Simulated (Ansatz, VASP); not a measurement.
# ZnCu2SnS4: VASP beside Ansatz, part 2 of 2

One calculation is typed for both programs; each brings its own data sets and cutoff. How far apart do they land? The cell is taken from a series of VASP runs on this material, whose earlier steps may have relaxed, scaled or displaced it; both programs get it as it stands.

VASP 6.6.1 and Ansatz 0.2.0.

So far: Starting point; VASP: relaxation of cell and atoms, LDA.

## Step 3: Ansatz: relaxation of cell and atoms, LDA

Level of this step: Ansatz beside VASP: Kohn-Sham DFT, plane waves, LDA (Ansatz).

Ansatz runs on its default PAW (the set named soft_2) files.

The same cell, functional (in two slightly different forms), mesh and smearing now go to Ansatz, which takes its cutoff from its data sets.

input.yaml reads:

```yaml
crystal:
  lattice:
    - [-2.6597339867, 2.6597339871, 5.3221211337]
    - [2.6597339867, -2.6597339871, 5.3221211337]
    - [2.6597339871, 2.6597339867, -5.3221211337]
  atoms:
    - { symbol: Sn, position: [0.5, 0.5, 0.0] }
    - { symbol: Zn, position: [0.25, 0.75, 0.5] }
    - { symbol: Cu, position: [0.75, 0.25, 0.5] }
    - { symbol: Cu, position: [0.0, 0.0, 0.0] }
    - { symbol: S, position: [0.638945812, 0.6299719546, 0.5292756731] }
    - { symbol: S, position: [0.8903298611, 0.361054188, 0.9910261426] }
    - { symbol: S, position: [0.1006962815, 0.1096701389, 0.4707243269] }
    - { symbol: S, position: [0.3700280454, 0.8993037185, 0.0089738574] }
hamiltonian:
  xc: lda
  pseudopotentials: { kind: paw }
kpoints:
  mp_grid: { grid: [6, 6, 6] }
scf:
  occupations: { method: gaussian, width: 0.03 }
relax:
  f_tol: 0.01
  max_steps: 60
  cell: { stress_tol: 0.05 }
output:
  forces: true
  stress: true
```

Launch:

```sh
$ ansatz run input.yaml --threads 4 --pin off --max-ram 9216MiB --backend cpu --events-out ev --progress --plain --runs-dir out
```

Numbers of over 12 decimals in the logs are rounded to 6 here.

Output:

```text
Engine: ansatz 0.2.0, aarch64-unknown-linux-gnu
Pseudopotentials: kind: paw
Pseudopotential: Sn, paw, valence charge 14, recommended cutoff 420 eV (normal), Sn.paw.azcp
Pseudopotential: Zn, paw, valence charge 12, recommended cutoff 420 eV (normal), Zn.paw.azcp
Pseudopotential: Cu, paw, valence charge 19, recommended cutoff 420 eV (normal), Cu.paw.azcp
Pseudopotential: S, paw, valence charge 6, recommended cutoff 420 eV (normal), S.paw.azcp
Functional definition: SPW92
  exchange = slater_x
  correlation = pw_c
Crystal: 8 atoms, lattice volume = 150.599 Å³
Basis set: ecut = 420 eV, 2913 PW (Γ)
Bands: 53, of which v1, the nominal top of the filled ones, is band 44 counted from 1 (43 counted from 0)
Symmetry: 4 space group operations
Space group: I-4 (ITA 82), of the structure as read, at distance tolerance 5.3e-5 Å
k-points: 36 of 216 (time reversal used)
Non-local potential: Sn, projectors of the file, l = 0: 2, l = 1: 2, l = 2: 2, l = 3: 2
Non-local potential: Zn, projectors of the file, l = 0: 2, l = 1: 2, l = 2: 3, l = 3: 1
Non-local potential: Cu, projectors of the file, l = 0: 3, l = 1: 2, l = 2: 3, l = 3: 1
Non-local potential: S, projectors of the file, l = 0: 2, l = 1: 2, l = 2: 2
PAW form: soft (Blöchl's): semilocal exchange-correlation on the pseudo side does not see the compensation charge
PAW frozen core: Sn, regenerated for the run's functional, and the local potential with it (the file was generated under x = pbe(κ = 0.804, μ = 0.219515), c = pbe(β = 0.066725))
PAW frozen core: Zn, regenerated for the run's functional, and the local potential with it (the file was generated under x = pbe(κ = 0.804, μ = 0.219515), c = pbe(β = 0.066725))
PAW frozen core: Cu, regenerated for the run's functional, and the local potential with it (the file was generated under x = pbe(κ = 0.804, μ = 0.219515), c = pbe(β = 0.066725))
PAW frozen core: S, regenerated for the run's functional, and the local potential with it (the file was generated under x = pbe(κ = 0.804, μ = 0.219515), c = pbe(β = 0.066725))
PAW one-centre angular grid: Sn, 590 points (default); XC on 64 Gauss nodes
PAW one-centre angular grid: Zn, 590 points (default); XC on 64 Gauss nodes
PAW one-centre angular grid: Cu, 590 points (default); XC on 64 Gauss nodes
PAW one-centre angular grid: S, 110 points (default); XC on 64 Gauss nodes
Initial density: superposition of atomic densities (neutral atoms: chi_scale 0, normalization atom), corrected by the library's trained network
Initial wavefunctions: pseudopotential atomic-orbital guess
Functional: x = slater, c = lda
SCF iter   1: F=—  HF=-25719.282502 eV  |F-HF|=—  |Δ(HF+E_count)|=         —  Δρ=1.12e-2  dr2=1.12e-1  ethr=1.77e-3  ⟨swp⟩=7.1  Hψ=7964  notcnv=0  defer=15
preconditioner: auto → Resta (q_TF=auto, 2.495 Å⁻¹)  ε∞=6.0  [insulator: Δε(μ)=0.078 eV  Ē_g=11.492 eV  σ=0.030 eV  W_gap=0.93  n_scr=36 (ndim 8)  ℏωp=25.7 eV  f_vac=0.024  D(μ)=0.06/eV (n_scr^D=0)  ε∞_Penn≈6.0]
SCF iter   2: F=—  HF=-25719.275111 eV  |F-HF|=—  |Δ(HF+E_count)|=   7.39e-3  Δρ=9.06e-3  dr2=9.44e-2  ethr=1.27e-4  ⟨swp⟩=2.1  Hψ=3976  notcnv=0  defer=130
SCF iter   3: F=—  HF=-25719.255684 eV  |F-HF|=—  |Δ(HF+E_count)|=   1.94e-2  Δρ=3.84e-3  dr2=1.40e-2  ethr=1.07e-4  ⟨swp⟩=2.0  Hψ=2580  notcnv=0  defer=130
SCF iter   4: F=—  HF=-25719.251902 eV  |F-HF|=—  |Δ(HF+E_count)|=   3.78e-3  Δρ=1.04e-3  dr2=9.66e-4  ethr=1.59e-5  ⟨swp⟩=2.9  Hψ=3569  notcnv=0  defer=130
SCF iter   5: F=—  HF=-25719.251640 eV  |F-HF|=—  |Δ(HF+E_count)|=   2.62e-4  Δρ=3.34e-4  dr2=1.23e-4  ethr=1.10e-6  ⟨swp⟩=2.0  Hψ=2390  notcnv=0  defer=130
SCF iter   6: F=—  HF=-25719.251626 eV  |F-HF|=—  |Δ(HF+E_count)|=   1.35e-5  Δρ=2.14e-4  dr2=5.04e-5  ethr=1.40e-7  ⟨swp⟩=2.0  Hψ=2741  notcnv=0  defer=130
SCF iter   7: F=—  HF=-25719.251679 eV  |F-HF|=—  |Δ(HF+E_count)|=   5.28e-5  Δρ=8.66e-5  dr2=9.56e-6  ethr=5.73e-8  ⟨swp⟩=2.0  Hψ=2362  notcnv=0  defer=130
SCF iter   8: F=—  HF=-25719.251679 eV  |F-HF|=—  |Δ(HF+E_count)|=   2.18e-7  Δρ=3.40e-5  dr2=1.53e-6  ethr=1.09e-8  ⟨swp⟩=2.9  Hψ=3124  notcnv=0  defer=130
SCF iter   9: F=—  HF=-25719.251679 eV  |F-HF|=—  |Δ(HF+E_count)|=   2.02e-7  Δρ=1.03e-5  dr2=1.87e-7  ethr=1.73e-9  ⟨swp⟩=2.0  Hψ=3074  notcnv=0  defer=130
SCF iter  10: F=-25719.251679 eV  HF=-25719.251679 eV  |F-HF|=1.81e-8  |Δ(HF+E_count)|=   1.41e-8  Δρ=4.03e-6  dr2=2.29e-8  ethr=1.14e-10  ⟨swp⟩=4.0  Hψ=6209  notcnv=0
SCF 1 converged in 10 iterations: F = -25719.251679 eV  dr2 = 2.29e-8
  greatest PAW one-centre occupation: 1.000 electrons in one spin orbital (limit 2), on the Cu atom at site 2 (counted from 0), in its partial waves of l = 0
relax step   1: F+E_penalty+E_count = -25719.25167882 eV  Δ(F+E_penalty+E_count) = +0.000e0 eV  max|allowed force component| = 3.088e-2 eV/Å  Δτ_max = 0.0000 Å  P = -0.060 GPa  Ω = 150.599 Å³  (10 SCF iters, dr2 threshold 1.00e-7 eV, accepted)
[...]
relax step   2: F+E_penalty+E_count = -25719.25196028 eV  Δ(F+E_penalty+E_count) = -2.815e-4 eV  max|allowed force component| = 1.178e-2 eV/Å  Δτ_max = 0.0025 Å  P = -0.062 GPa  Ω = 150.569 Å³  energy of the carried Pulay correction = +1.069e-5 eV  (6 SCF iters, dr2 threshold 5.96e-8 eV, accepted)
[...]
relax step   3: F+E_penalty+E_count = -25719.25206410 eV  Δ(F+E_penalty+E_count) = -1.038e-4 eV  max|allowed force component| = 3.886e-4 eV/Å  Δτ_max = 0.0013 Å  P = +0.010 GPa  Ω = 150.434 Å³  energy of the carried Pulay correction = +6.016e-5 eV  (6 SCF iters, dr2 threshold 1.02e-8 eV, accepted)
[...]
relax step   4: F+E_penalty+E_count = -25719.25199792 eV  Δ(F+E_penalty+E_count) = +6.618e-5 eV  max|allowed force component| = 3.872e-4 eV/Å  Δτ_max = 0.0000 Å  P = +0.010 GPa  Ω = 150.434 Å³  stress off target by 1.16e-2 GPa  SCF on the basis re-selected at this cell (its energy is not comparable with the rows above)  (6 SCF iters)
basis re-selected at this cell: Δ(F+E_penalty+E_count) = +6.618e-5 eV, ΔP = -0.000 GPa vs the last step (what re-selecting the basis moved, of the pressure what is left beyond the Pulay correction that the steps carried, after the strain that the cell walked since its last selection, with what the two solves' SCF thresholds leave and, on support functions, any second-order correction that the steps lacked; it is no m [...]
SCF converged after 6 iterations
Free energy (F): -25719.251998 eV
Harris-Foulkes:  -25719.251998 eV  (|F-HF|=2.55e-11)
Internal energy: -25719.251997 eV  (E = F + TS)
E sigma→0 (E₀):  -25719.251998 eV
Entropy (-TS):   -0.000001 eV (-0.000 meV/atom)
Fermi energy:    8.754684 eV
--- Per-component energies (eV) ---
  E_band       = -1065.443053
  E_kinetic    = 1355.307082
  E_local      = -14732.343582  (includes V_loc(G=0)·N_el)
  E_nonlocal   = 1506.256283
  E_hartree    = 6619.406246
  E_xc         = -1078.234272
  E_vxc        = -735.153288  (∫ρ·V_xc dr)
  E_paw        = -11223.986385  (= ΣΔE_a)
  E_vpaw       = -1698.321247  (= ΣTr[D̂ρ^β])
  E_aug_tail   = 0.000023  (compensation charges beyond the density's cutoff)
  E_ewald      = -8169.151543
  E_core_change = 3.494150  (= ΣΔE_core)
  E_smearing   = -0.000001  (= −TS)
  E_closure    = -0.000000  (closes the sum)
  Σ components = -25719.251998   (vs F -25719.251998, Δ=0.00e0)
--- Forces (eV/Å), atoms counted from 1 ---
  atom   1  Sn     0.00000000     0.00000000    -0.00000000
  atom   2  Zn    -0.00000000    -0.00000000    -0.00000000
  atom   3  Cu     0.00000000     0.00000000    -0.00000000
  atom   4  Cu    -0.00000000     0.00000000    -0.00000000
  atom   5  S      0.00017720    -0.00007435    -0.00038722
  atom   6  S      0.00007435     0.00017720     0.00038722
  atom   7  S     -0.00017720     0.00007435    -0.00038722
  atom   8  S     -0.00007435    -0.00017720     0.00038722
  max |Σ_I F_I| component: 3.26e-16 eV/Å
--- Stress (GPa, compression-positive) ---
        0.008695      -0.000000      -0.000000
        0.000000       0.008695       0.000000
       -0.000000       0.000000       0.011588
  P = ⅓ Tr σ = 0.0097 GPa (0.097 kbar)
--- Relaxed structure (3 steps of the walk, 3 accepted, 1 SCFs on fresh bases) ---
  F+E_penalty+E_count = -25719.25199792 eV   max|allowed force component| = 3.872e-4 eV/Å   (the final SCF, on the basis selected at the relaxed cell)
  cell:  # Å, volume = 150.4339 Å³
    - [-2.658720, 2.658720, 5.320354]
    - [2.658720, -2.658720, 5.320354]
    - [2.658720, 2.658720, -5.320354]
  atoms:
    - { symbol: Sn, position: [0.500000, 0.500000, 0] }
    - { symbol: Zn, position: [0.250000, 0.750000, 0.500000] }
    - { symbol: Cu, position: [0.750000, 0.250000, 0.5] }
    - { symbol: Cu, position: [0, 0, 0] }
    - { symbol: S, position: [0.639356, 0.630156, 0.530146] }
    - { symbol: S, position: [0.890790, 0.360644, 0.990800] }
    - { symbol: S, position: [0.100010, 0.109210, 0.469854] }
    - { symbol: S, position: [0.369844, 0.899990, 0.00920016] }
```

Wall time 22 s (4 threads of Arm Neoverse V2, shared host); peak memory 0.61 GiB; 88 s of CPU time.

## Step 4: Comparison

Known differences besides the potentials themselves: the two LDA forms differ slightly; both relaxations stop at a tolerance, which leaves soft axes loose, and VASP keeps its plane-wave basis; the data sets hold 88 valence electrons in Ansatz (default PAW (the set named soft_2) files) and 72 in VASP; the cutoff is 420 eV in Ansatz and 450 eV in VASP; VASP's log shows a relativistic correction to its local exchange, Ansatz's none; Ansatz adds a Pulay correction to the stress that steers its cell, VASP none. Total energies have different zeros and are not compared.

The two programs side by side:

```tsv
quantity	Ansatz	VASP	difference
volume (Å³)	150.43	150.55	-0.07 %
edge a after relaxation, in the typed setting (Å)	6.515	6.516	-0.02 %
```

The walks stopped with 0.01 GPa left in Ansatz and -0.01 GPa in VASP; each walk ends within a tolerance, so the volume difference is uncertain by about these residues over the bulk modulus, most in soft cells.

## Step 5: VASP: relaxation of cell and atoms, PBEsol

The relaxed volume is the usual yardstick between codes: its relative difference is about their pressure difference at one cell divided by the bulk modulus. The cell compared in this pair holds 155.38 Å³, against 150.60 Å³ for the pair before.

INCAR reads:

```
SYSTEM = ZnCu2SnS4
PREC = Accurate
ENCUT = 450
EDIFF = 1E-07
NELM = 100
ISMEAR = 0
SIGMA = 0.03
LREAL = .FALSE.
ALGO = Normal
GGA = PS
NBANDS = 44
LORBIT = 11
LWAVE = .FALSE.
LCHARG = .FALSE.
KPAR = 4
IBRION = 2
NSW = 50
ISIF = 3
EDIFFG = -0.002
```

POSCAR reads:

```
ZnCu2SnS4
1.0
   -2.6876453128      2.6876453170      5.3776415364
    2.6876453128     -2.6876453170      5.3776415364
    2.6876453170      2.6876453128     -5.3776415364
Sn Zn Cu S
1 1 2 4
Direct
    0.5000000000      0.5000000000      0.0000000000
    0.2500000000      0.7500000000      0.5000000000
    0.7500000000      0.2500000000      0.5000000000
    0.0000000000      0.0000000000      0.0000000000
    0.6381871295      0.6294538465      0.5272416330
    0.8890545035      0.3618128705      0.9912667170
    0.1022122134      0.1109454965      0.4727583670
    0.3705461535      0.8977877866      0.0087332830
```

KPOINTS reads:

```
Automatic mesh
0
Gamma
6 6 6
0 0 0
```

The projector-augmented-wave data sets are Sn_d, Zn, Cu and S (PBE family, release 64).

Launch:

```sh
$ mpirun -np 4 vasp_std
```

Output:

```text
[banner, memory and clock lines left out]
running    4 mpi-ranks, on    1 nodes
[...]
|                                                                             |
|               ----> ADVICE to this user running VASP <----                  |
|                                                                             |
|     You enforced a specific xc type in the INCAR file but a different       |
|     [... a line on the potential file left out ...]
|     I HOPE YOU KNOW WHAT YOU ARE DOING!                                     |
|                                                                             |

 LDA part: xc-table for (Slater+PW92), standard interpolation
 POSCAR, INCAR and KPOINTS ok, starting setup
[...]
entering main loop
       N       E                     dE             d eps       ncg     rms          rms(c)
DAV:   1     0.695598969741E+03    0.69560E+03   -0.29490E+04  3180   0.191E+03
DAV:   2     0.839434360105E+02   -0.61166E+03   -0.59411E+03  3168   0.492E+02
DAV:   3    -0.294269778826E+02   -0.11337E+03   -0.11086E+03  3892   0.206E+02
DAV:   4    -0.382452537949E+02   -0.88183E+01   -0.87062E+01  4384   0.581E+01
[...]
DAV:  17    -0.358133781883E+02   -0.38391E-06   -0.22463E-06  3768   0.133E-02    0.449E-03
DAV:  18    -0.358133778649E+02    0.32347E-06   -0.14213E-06  3300   0.247E-02    0.125E-03
DAV:  19    -0.358133778465E+02    0.18373E-07   -0.17543E-07  2156   0.676E-03
   1 F= -.35813378E+02 E0= -.35813377E+02  d E =-.358134E+02
[...]
reached required accuracy - stopping structural energy minimisation
```

OUTCAR, selected parts (step 5):

```text
  Total       -0.0089564     -0.0089564     -0.0035188      0.0000000      0.0000000     -0.0000000
  in kB       -0.0923521     -0.0923521     -0.0362836      0.0000002      0.0000000     -0.0000000
  external PRESSURE =      -0.0736626 kB  Pullay stress =       0.0000000 kB

 POSITION                                       TOTAL-FORCE (eV/Angst)
 -----------------------------------------------------------------------------------
      0.00000      0.00000      5.37764         0.000000     -0.000000      0.000000
      2.68765     -0.00000      2.68882         0.000000     -0.000000     -0.000000
      0.00000      2.68765      2.68882         0.000000     -0.000000     -0.000000
      0.00000      0.00000      0.00000         0.000000     -0.000000     -0.000000
      1.39357      1.44051      3.98160         0.000416     -0.000255      0.000362
      1.24713      4.08121      1.39604         0.000255      0.000416     -0.000362
      1.29408      1.24713     -1.39604        -0.000416      0.000255      0.000362
      1.44051     -1.39357      6.77368        -0.000255     -0.000416     -0.000362
 -----------------------------------------------------------------------------------
    total drift:                               -0.000012     -0.000012     -0.000005

  FREE ENERGIE OF THE ION-ELECTRON SYSTEM (eV)
  ---------------------------------------------------
  free  energy   TOTEN  =       -35.8133778465 eV

  energy  without entropy=      -35.8133771131  energy(sigma->0) =      -35.81337748

[... 2 parts as in an earlier step ...]

[... 2 further parts left out ...]
[key lines of the parts left out:]
E-fermi :   5.1883
```

LASPH is off, so gradient terms of the non-spherical density inside the spheres are left out; for open d or f shells this can shift gaps and moments.

## Step 6: Ansatz: relaxation of cell and atoms, PBEsol

The same cell, functional, mesh and smearing now go to Ansatz, which takes its cutoff from its data sets.

The cell is taken from a series of VASP runs on this material, whose earlier steps may have relaxed, scaled or displaced it; both programs get it as it stands.

input.yaml, the sections that differ from step 3:

```yaml
crystal:
  lattice:
    - [-2.6876453128, 2.687645317, 5.3776415364]
    - [2.6876453128, -2.687645317, 5.3776415364]
    - [2.687645317, 2.6876453128, -5.3776415364]
  atoms:
    - { symbol: Sn, position: [0.5, 0.5, 0.0] }
    - { symbol: Zn, position: [0.25, 0.75, 0.5] }
    - { symbol: Cu, position: [0.75, 0.25, 0.5] }
    - { symbol: Cu, position: [0.0, 0.0, 0.0] }
    - { symbol: S, position: [0.6381871295, 0.6294538465, 0.527241633] }
    - { symbol: S, position: [0.8890545035, 0.3618128705, 0.991266717] }
    - { symbol: S, position: [0.1022122134, 0.1109454965, 0.472758367] }
    - { symbol: S, position: [0.3705461535, 0.8977877866, 0.008733283] }
hamiltonian:
  xc: pbesol
  pseudopotentials: { kind: paw }
# kpoints, scf, relax, output: as in step 3
```

Launch:

```sh
$ ansatz run input.yaml --threads 4 --pin off --max-ram 9216MiB --backend cpu --events-out ev --progress --plain --runs-dir out
```

Output:

```text
[...]
Crystal: 8 atoms, lattice volume = 155.380 Å³
Basis set: ecut = 420 eV, 2977 PW (Γ), exchange–correlation on 90×90×90 points (8 copies of the dense FFT grid, shifted against one another)
Bands: 53, of which v1, the nominal top of the filled ones, is band 44 counted from 1 (43 counted from 0)
Symmetry: 4 space group operations
[...]
k-points: 36 of 216 (time reversal used)
[...]
atoms:
    - { symbol: Sn, position: [0.5, 0.5, 0] }
    - { symbol: Zn, position: [0.250000, 0.75, 0.500000] }
    - { symbol: Cu, position: [0.750000, 0.250000, 0.500000] }
    - { symbol: Cu, position: [-4.3371237101758966e-18, 3.902812800713938e-18, 0] }
    - { symbol: S, position: [0.638629, 0.629639, 0.528119] }
    - { symbol: S, position: [0.889490, 0.361371, 0.991010] }
    - { symbol: S, position: [0.101520, 0.110510, 0.471881] }
    - { symbol: S, position: [0.370361, 0.898480, 0.00898999] }
[key lines of the parts left out:]
SCF converged after 6 iterations
Free energy (F): -25951.659568 eV
Fermi energy:    8.479259 eV
P = ⅓ Tr σ = 0.0075 GPa (0.075 kbar)
```

Elapsed: 23 s, on 4 threads; peak memory 0.65 GiB; 91 s of CPU time.

## Step 7: Side by side

What differs besides the data sets and the points named for the pairs above, as far as they apply: Ansatz makes its cores anew for this functional, VASP keeps those of its PBE data sets; VASP leaves aspherical gradient terms in its spheres out (LASPH is not set), Ansatz keeps them. Total energies have different zeros and are not compared.

The two programs side by side:

```tsv
quantity	Ansatz	VASP	difference
volume (Å³)	155.24	155.38	-0.09 %
edge a after relaxation, in the typed setting (Å)	6.583	6.585	-0.03 %
```

The walks stopped with 0.01 GPa left in Ansatz and -0.01 GPa in VASP; each walk ends within a tolerance, so the volume difference is uncertain by about these residues over the bulk modulus, most in soft cells.

## Step 8: What came out

| Property | Result |
| --- | --- |
| difference in volume (relaxation of cell and atoms, LDA) | -0.075 % |
| difference in volume (relaxation of cell and atoms, PBEsol) | -0.092 % |

What this shows: The difference in volume is -0.092 % (relaxation of cell and atoms, PBEsol), within the 1.2 % picked in this series as the mark of a large difference, as far as the stopping tolerances let one tell. How closely two codes agree says nothing of how well the functional describes the real material.

[Lines on the potential files, build, host, timing and source positions are cut from VASP's logs without a mark.]

[Logs are printed without paths, hosts, clocks, repeated set-up lines and the standing remarks that a program may print on its own settings, such as how far it seeks lower states.]

[Hosts, paths, dates, database ids (printed as entryN), source tags and the programs' standing remarks are cut or masked in the printed files.]
